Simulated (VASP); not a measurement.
Given:

```
CELL_PARAMETERS angstrom
      1.89040     1.09142     6.18184
     -1.89040     1.09142     6.18184
      0.00000    -2.18285     6.18184
ATOMIC_POSITIONS crystal
  Zn 0.99863 0.99863 0.99863
  Ga 0.50103 0.50103 0.50103
  P  0.87440 0.87440 0.87440
  S  0.37594 0.37594 0.37594
```

Calculation: LDA (Ceperley-Alder, Perdew-Zunger), VASP's LDA PAW potentials (set 64) (plane waves; VASP 6.6.1). Numerical set-up: 400 eV cut-off, Gaussian smearing of 0.050 eV, potentials Zn Ga_d P S.

Estimate the band gap (along the path) with the smallest direct gap where there is one.

```json
{
  "band gap (along the path)": "1.78 eV",
  "smallest direct gap (along the path)": "1.81 eV"
}
```

The absolute energy has meaning only against runs of the same code, potentials and settings.

The structure comes from a computed database's ZnGaPS entry (R3m); how it stands against other phases isn't given here. It was relaxed first, which changed the volume by -7 %.
